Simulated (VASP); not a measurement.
Data:

```xyz
1
Lattice="-1.5316 1.5316 1.5316 1.5316 -1.5316 1.5316 1.5316 1.5316 -1.5316" Properties=species:S:1:pos:R:3 pbc="T T T"
W      1.5316     1.5316     1.5316
```

Level of theory: LDA (Ceperley-Alder, Perdew-Zunger), VASP's LDA PAW potentials (set 64) (plane waves; VASP). Run with 500 eV cut-off, 17×17×17 Γ-centred mesh, first-order Methfessel-Paxton smearing of 0.10 eV, potentials W_sv.

The ions, cell shape and volume at an external pressure of 30.0 GPa are relaxed. Give the cell that the relaxation ends in.

```xyz
1
Lattice="-1.5309 1.5309 1.5309 1.5309 -1.5309 1.5309 1.5309 1.5309 -1.5309" Properties=species:S:1:pos:R:3 pbc="T T T"
W      0.0000     0.0000     0.0000
```
Space group Im-3m (229), at a tolerance of 0.03 Å.

How do energy and volume change from the first to the last step?

The energy (σ→0) changes by +3.4 meV/atom and the volume by -0.1 %, in 3 ionic steps.

The compound is W in the bcc structure. This run relaxes it under an external pressure of 30 GPa. Symmetry was kept, so distortions that lower it aren't found.
